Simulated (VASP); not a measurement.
Data:

```xyz
3
Lattice="0.0000 2.9970 2.8771 2.8771 0.0000 2.8771 2.8771 2.9970 0.0000" Properties=species:S:1:pos:R:3 pbc="T T T"
Al     1.4385     1.4985     1.4385
Al     4.3156     4.4955     4.3156
Au     2.8771     0.0000     2.8771
```

The numbers are results of PBEsol GGA, VASP's PBE PAW potentials (set 64) (plane waves; VASP), not measurements. Run with 480 eV cut-off, 8×8×8 Γ-centred mesh, first-order Methfessel-Paxton smearing of 0.10 eV, potentials Al Au.

**Question.** Give the stress tensor in GPa (positive for a compressed cell).

**Answer.** 
```
12.70   0.00   0.00
 0.00  10.01   0.00
 0.00   0.00  12.70
```
The pressure is its mean diagonal, 11.80 GPa.

The compound is AuAl2 in the fluorite structure. This cell was strained or had an atom moved on purpose. The electron count is odd and the run is not spin-polarised, which forces a metal.
